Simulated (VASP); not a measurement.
These are LDA (Ceperley-Alder, Perdew-Zunger), VASP's LDA PAW potentials (set 64) (plane waves; VASP) values and carry that method's errors.

Input for VASP

### POSCAR
```
Zn
1.0
  1.2882199108  -2.2312627216   0.0000000000
  1.2882199108   2.2312627216   0.0000000000
  0.0000000000   0.0000000000   4.7447929965
Zn
2
Cart
  1.2882199108   0.7437557280   1.1861982491
  1.2882199108  -0.7437557280   3.5585947474
```

### INCAR
```
SYSTEM  =  Zn
LASPH  =  T
EDIFF  =  1E-6   # SCF stop (eV)
LCHARG  =  F
ENCUT  =  500   # plane-wave cut-off (eV)
IBRION  =  2
LREAL  =  F
ISIF  =  3   # ions, shape and volume
LWAVE  =  F
LMAXMIX  =  4
EDIFFG  =  -0.02
NELM  =  100   # most electronic steps
SIGMA  =  0.1   # width (eV)
PREC  =  Accurate
ISMEAR  =  1
ALGO  =  Normal
NSW  =  40
```

**KPOINTS**
```
Automatic mesh
0
G
 16 16 8
0 0 0
```

POTCAR, in this order: Zn (LDA.64 set). Program: vasp_std.

Output of the run:

File OSZICAR:
```
       N       E                     dE             d eps       ncg     rms          rms(c)
DAV:   1     0.939125174802E+02    0.93913E+02   -0.12637E+04  4912   0.239E+03
DAV:   2    -0.146298946434E+01   -0.95376E+02   -0.93948E+02  4872   0.301E+02
DAV:   3    -0.408231340895E+01   -0.26193E+01   -0.26135E+01  6008   0.621E+01
DAV:   4    -0.408958868985E+01   -0.72753E-02   -0.72750E-02  5704   0.322E+00
DAV:   5    -0.408959979487E+01   -0.11105E-04   -0.11106E-04  5840   0.105E-01    0.517E+00
DAV:   6    -0.379960573469E+01    0.28999E+00   -0.13025E+00  4968   0.266E+01    0.363E+00
DAV:   7    -0.377767126780E+01    0.21934E-01   -0.48577E-02  6104   0.427E+00    0.182E+00
DAV:   8    -0.376781829832E+01    0.98530E-02   -0.31057E-03  6784   0.876E-01    0.531E-02
DAV:   9    -0.376778217417E+01    0.36124E-04   -0.28472E-04  6368   0.235E-01    0.281E-02
DAV:  10    -0.376778504479E+01   -0.28706E-05   -0.17895E-05  5560   0.431E-02    0.252E-03
DAV:  11    -0.376778503425E+01    0.10542E-07   -0.71948E-07  3624   0.128E-02
   1 F= -.37677850E+01 E0= -.37678557E+01  d E =-.376779E+01
```

File OUTCAR:
```
------------------------ aborting loop because EDIFF is reached ----------------------------------------
  FORCE on cell =-STRESS in cart. coord.  units (eV):
  Direction    XX          YY          ZZ          XY          YZ          ZX
  --------------------------------------------------------------------------------------
  Total        0.0020777      0.0020777      0.0115724      0.0000000     -0.0000000      0.0000000
  in kB        0.1220426      0.1220426      0.6797422      0.0000000     -0.0000000      0.0000000
  external PRESSURE =       0.3079425 kB  Pullay stress =       0.0000000 kB
  volume of cell :       27.28
      direct lattice vectors                 reciprocal lattice vectors
     1.288219911 -2.231262722  0.000000000     0.388132489 -0.224088358  0.000000000
     1.288219911  2.231262722  0.000000000     0.388132489  0.224088358  0.000000000
     0.000000000  0.000000000  4.744792997     0.000000000  0.000000000  0.210757350
 POSITION                                       TOTAL-FORCE (eV/Angst)
 -----------------------------------------------------------------------------------
      1.28822      0.74376      1.18620        -0.000000     -0.000000      0.000000
      1.28822     -0.74376      3.55859         0.000000      0.000000      0.000000
 -----------------------------------------------------------------------------------
    total drift:                               -0.000013      0.000063      0.000004
  FREE ENERGIE OF THE ION-ELECTRON SYSTEM (eV)
  ---------------------------------------------------
  free  energy   TOTEN  =        -3.7677850343 eV

  energy  without entropy=       -3.7679969306  energy(sigma->0) =       -3.76785567

 reached required accuracy - stopping structural energy minimisation
```
(Selected blocks of OUTCAR.)

OUTCAR:
```
 val. band max:        3.6325692276   @ k =   0.3750   0.0000   0.0000

 cond. band min:       3.7669812333   @ k =   0.3750   0.0625   0.0000


 Fermi energy:         3.7253043051

 k-point     1 :       0.0000    0.0000    0.0000
  band No.  band energies     occupation
      1      -7.5959      2.00000
      2      -5.4831      2.00000
      3      -4.6201      2.00000
      4      -4.3517      2.00000
      5      -4.3517      2.00000
      6      -4.2871      2.00000
      7      -4.2871      2.00000
      8      -3.8976      2.00000
      9      -3.8976      2.00000
     10      -3.6315      2.00000
     11      -3.6315      2.00000
     12      -0.4221      2.00000
     13       0.8095      2.00000
     14      18.5541      0.00000
     15      22.3009      0.00000
     16      22.3054      0.00000

 k-point     2 :       0.0625    0.0000    0.0000
  band No.  band energies     occupation
      1      -7.4716      2.00000
      2      -5.4244      2.00000
      3      -4.6065      2.00000
      4      -4.3651      2.00000
      5      -4.3190      2.00000
      6      -4.3024      2.00000
      7      -4.2561      2.00000
      8      -3.9276      2.00000
      9      -3.9110      2.00000
     10      -3.7212      2.00000
     11      -3.6295      2.00000
     12      -0.2036      2.00000
     13       0.8688      2.00000
     14      18.6926      0.00000
     15      20.0526      0.00000
     16      21.1264      0.00000

 k-point     3 :       0.1250    0.0000    0.0000
  band No.  band energies     occupation
      1      -7.1051      2.00000
      2      -5.2678      2.00000
      3      -4.5805      2.00000
      4      -4.3936      2.00000
      5      -4.3267      2.00000
      6      -4.2249      2.00000
      7      -4.1672      2.00000
      8      -4.0522      2.00000
      9      -3.9474      2.00000
     10      -3.8883      2.00000
     11      -3.6257      2.00000
     12       0.3874      2.00000
     13       1.0576      2.00000
...
```

The compound is Zn in the hcp structure. It was relaxed first, which changed the volume by -10 %.
